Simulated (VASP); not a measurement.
Input of a VASP 6.6.1 run:

The input INCAR:

```
  ALGO = Fast
  EDIFF = 1E-6
  ENCUT = 520
  ISIF = 2
  ISMEAR = 0
  LASPH = True
  LCHARG = False
  LREAL = False
  LWAVE = False
  NBANDS = 18
  NELM = 100
  PREC = Accurate
  SIGMA = 0.15
```

The input KPOINTS:

```
k-points
0
Gamma
  16 16 16
```

File POSCAR:

```
ScCd
1.0
    3.5262555900      0.0000000000      0.0000000000
    0.0000000000      3.5262555900      0.0000000000
    0.0000000000      0.0000000000      3.5262555900
Sc Cd
1 1
Direct
    0.5000000000      0.5000000000      0.5000000000
    0.0000000000      0.0000000000      0.0000000000
```

Potentials or basis: VASP PAW LDA potentials, release 64 (Sc_sv, Cd).

Command:

```console
$ cat potpaw_LDA.64/Sc_sv/POTCAR potpaw_LDA.64/Cd/POTCAR > POTCAR
$ mpirun -np 1 vasp_std > vasp.out
```

(1) Estimate the band gap on the k mesh.

(2) Estimate the pressure.

Results:

(1) none (metal or under the smearing width).

(2) -5.1 GPa.
